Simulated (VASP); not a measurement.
Input:

```xyz
1
Lattice="-2.2900 2.2900 2.2900 2.2900 -2.2900 2.2900 2.2900 2.2900 -2.2900" Properties=species:S:1:pos:R:3 pbc="T T T"
Eu     0.0000     0.0000     0.0000
```

Calculation: r2SCAN meta-GGA, VASP's PBE PAW potentials (set 64) (plane waves; VASP). Run with 520 eV cut-off, 10×10×10 Γ-centred mesh, first-order Methfessel-Paxton smearing of 0.10 eV, potentials Eu_2.

The 4f electrons are frozen in the core of the lanthanide potential, so 4f levels, which can set the real gap, and their magnetism are missing. Energy and stress use the plane-wave basis of the starting cell.

Problem. The ions, cell shape and volume are relaxed. What does this cell relax into?

Solution. 
```xyz
1
Lattice="-2.2287 2.2287 2.2287 2.2287 -2.2287 2.2287 2.2287 2.2287 -2.2287" Properties=species:S:1:pos:R:3 pbc="T T T"
Eu     0.0000     0.0000     0.0000
```
Space group Im-3m (229), at a tolerance of 0.03 Å.

Problem. How do energy and volume change from the first to the last step?

Solution. The energy (σ→0) changes by -13.1 meV/atom and the volume by -7.8 %, in 3 ionic steps.

```json
[
 {"step": "1", "E(σ→0) (eV)": "-27.1335", "max force (eV/Å)": "0.000", "pressure (GPa)": "-1.03", "volume (Å³)": "48.04"},
 {"step": "2", "E(σ→0) (eV)": "-27.1440", "max force (eV/Å)": "0.000", "pressure (GPa)": "-0.52", "volume (Å³)": "45.91"},
 {"step": "3", "E(σ→0) (eV)": "-27.1467", "max force (eV/Å)": "0.000", "pressure (GPa)": "-0.03", "volume (Å³)": "44.28"}
]
```

The compound is Eu in the bcc structure. This run relaxes it. Symmetry was kept, so distortions that lower it aren't found.
